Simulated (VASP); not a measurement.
Cost and result of VASP (PAW) for the bulk modulus of Tl (hcp). Static lattice, third-order Birch-Murnaghan fit over five volumes. The cost counts the five points of the equation of state, each on the mesh and cut-off of its row, so the ratios hold those differences too. With PBE it took about 5 core-minutes. Costs are core time on shared hosts, one run each; read them as rough ratios.

Measured: 37.4 GPa at 0 K (as given by K. Lejaeghere et al., Critical reviews in solid state and materials sciences/CRC critical reviews in solid state and materials sciences (2013), arXiv:1204.2733; extrapolated to 0 K and zero-point effects removed (source: thermally corrected experimental values)).

```
level         k-mesh  cut-off (eV)  bulk modulus (GPa)  error (%)         cost over PBE
-----------  -------  ------------  ------------------  ---------  --------------------
PBE          12×12×7           520                26.5      -29.2             reference
LDA          12×12×7           520                40.9       +9.1  within a factor of 2
PBEsol       12×12×7           520                35.4       -5.3  within a factor of 2
optB86b-vdW  12×12×7           520                32.8      -12.5         about 3 times
SCAN         12×12×7           520                31.9      -14.8         about 9 times
r2SCAN       12×12×7           520                32.0      -14.6         about 9 times
```

Within 10 % of the measurement lie LDA, PBEsol; LDA, PBEsol stand at the low end of their costs, within a factor of 2 against PBE.

Left out are levels that failed, ran on another kind of processor or have no fit band path; at most nine are shown.

The compound is Tl in the hcp structure.
